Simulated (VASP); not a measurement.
Calculation: HSE06 screened hybrid, VASP's PBE PAW potentials (set 64) (plane waves; VASP).

Input for VASP

**INCAR**
```
# general
SYSTEM  =SrCl2
PREC    =Accurate
ENCUT   =300   # plane-wave cut-off (eV)
LREAL   =.FALSE.   # projection in real space or not
LASPH   =.TRUE.
ISYM    =3

# electronic loop
EDIFF   =1E-6   # SCF stop (eV)
NELM    =100
ALGO    =Normal   # blocked Davidson
LMAXMIX =4   # l cut-off of mixed one-centre charges

# smearing
ISMEAR  =0
SIGMA   =0.01   # width (eV)

# functional
GGA     =PE
LHFCALC =.TRUE.
AEXX    =0.25
HFSCREEN=0.2
PRECFOCK=Fast

# ions
ISIF    =2   # forces and stress, cell fixed

# output
LWAVE   =.FALSE.
LCHARG  =.FALSE.
```

### KPOINTS
```
K-points
0
gamma
3 3 3
0.5 0.5 0.5
```

### POSCAR
```
SrCl2
1
    0.0000000000     3.5424420000     3.5424420000
    3.5424420000     0.0000000000     3.5424420000
    3.5424420000     3.5424420000     0.0000000000
Sr Cl
1 2
Direct
  0.0000000000   0.0000000000   0.0000000000
  0.7500000000   0.7500000000   0.7500000000
  0.2500000000   0.2500000000   0.2500000000
```

POTCAR, in this order: Sr_sv Cl (PBE.64 set). Program: vasp_std.

Output

File OSZICAR:
```
       N       E                     dE             d eps       ncg     rms          rms(c)
DAV:   1    -0.878437753555E+03   -0.87844E+03   -0.87098E+03   192   0.875E+02
DAV:   2    -0.100312175914E+04   -0.12468E+03   -0.12075E+03   256   0.214E+02
DAV:   3    -0.101030878281E+04   -0.71870E+01   -0.71821E+01   272   0.556E+01
DAV:   4    -0.101048218950E+04   -0.17341E+00   -0.17338E+00   320   0.770E+00
DAV:   5    -0.152053135292E+02    0.99528E+03   -0.72513E+00   216   0.242E+01    0.104E+01
DAV:   6    -0.148039819882E+02    0.40133E+00   -0.16081E+00   248   0.830E+00    0.715E+00
DAV:   7    -0.148107114639E+02   -0.67295E-02   -0.42208E-01   248   0.377E+00    0.500E+00
DAV:   8    -0.148191671387E+02   -0.84557E-02   -0.39667E-02   304   0.124E+00    0.318E+00
DAV:   9    -0.148214875874E+02   -0.23204E-02   -0.53279E-03   320   0.573E-01    0.185E+00
DAV:  10    -0.148237465902E+02   -0.22590E-02   -0.20159E-03   328   0.349E-01    0.106E+00
DAV:  11    -0.148253622901E+02   -0.16157E-02   -0.70306E-04   336   0.209E-01    0.616E-01
DAV:  12    -0.148263360400E+02   -0.97375E-03   -0.28932E-04   296   0.132E-01    0.365E-01
DAV:  13    -0.148268945943E+02   -0.55855E-03   -0.14276E-04   272   0.881E-02    0.219E-01
DAV:  14    -0.148272058669E+02   -0.31127E-03   -0.70682E-05   248   0.596E-02    0.133E-01
DAV:  15    -0.148273752511E+02   -0.16938E-03   -0.35859E-05   256   0.404E-02    0.805E-02
DAV:  16    -0.148274658446E+02   -0.90594E-04   -0.17871E-05   240   0.279E-02    0.488E-02
DAV:  17    -0.148275137539E+02   -0.47909E-04   -0.90699E-06   240   0.192E-02    0.297E-02
DAV:  18    -0.148275389313E+02   -0.25177E-04   -0.45958E-06   240   0.134E-02    0.181E-02
DAV:  19    -0.148275520962E+02   -0.13165E-04   -0.23580E-06   232   0.936E-03    0.112E-02
DAV:  20    -0.148275589639E+02   -0.68677E-05   -0.12331E-06   208   0.680E-03    0.697E-03
DAV:  21    -0.148275625381E+02   -0.35742E-05   -0.63242E-07   216   0.485E-03    0.442E-03
DAV:  22    -0.148275643909E+02   -0.18528E-05   -0.33210E-07   184   0.346E-03    0.286E-03
DAV:  23    -0.148275653498E+02   -0.95894E-06   -0.18414E-07   200   0.255E-03
   1 F= -.14827565E+02 E0= -.14827565E+02  d E =-.363937E-14
```

OUTCAR:
```
------------------------ aborting loop because EDIFF is reached ----------------------------------------
  FORCE on cell =-STRESS in cart. coord.  units (eV):
  Direction    XX          YY          ZZ          XY          YZ          ZX
  --------------------------------------------------------------------------------------
  Total       -0.7139552     -0.7139552     -0.7139552      0.0000000      0.0000000      0.0000000
  in kB      -12.8659932    -12.8659932    -12.8659932      0.0000000      0.0000000      0.0000000
  external PRESSURE =     -12.8659932 kB  Pullay stress =       0.0000000 kB
  volume of cell :       88.91
      direct lattice vectors                 reciprocal lattice vectors
     0.000000000  3.542442000  3.542442000    -0.141145571  0.141145571  0.141145571
     3.542442000  0.000000000  3.542442000     0.141145571 -0.141145571  0.141145571
     3.542442000  3.542442000  0.000000000     0.141145571  0.141145571 -0.141145571
 POSITION                                       TOTAL-FORCE (eV/Angst)
 -----------------------------------------------------------------------------------
      0.00000      0.00000      0.00000         0.000000     -0.000000     -0.000000
      5.31366      5.31366      5.31366        -0.000000     -0.000000     -0.000000
      1.77122      1.77122      1.77122         0.000000      0.000000      0.000000
 -----------------------------------------------------------------------------------
    total drift:                                0.000000      0.000000     -0.000001
  FREE ENERGIE OF THE ION-ELECTRON SYSTEM (eV)
  ---------------------------------------------------
  free  energy   TOTEN  =       -14.8275653498 eV

  energy  without entropy=      -14.8275653498  energy(sigma->0) =      -14.82756535

  exchange ACFDT corr.  =         0.00000000  see jH, gK, PRB 81, 115126
```
(Selected blocks of OUTCAR.)

At this cut-off the stress carries a Pulay error, which pulls relaxed volumes low.

The structure comes from a computed database's SrCl2 entry; how it stands against other phases isn't given here. The cell was not relaxed at this level. The k-mesh is coarse (spacing up to 0.51 per Å, 2π included), so the numbers may not be converged in it. The run is one of a series of settings (KPOINTS 3×3×3 Γ-centred mesh shifted by (0.5, 0.5, 0.5) against the base run), some of them coarse on purpose.
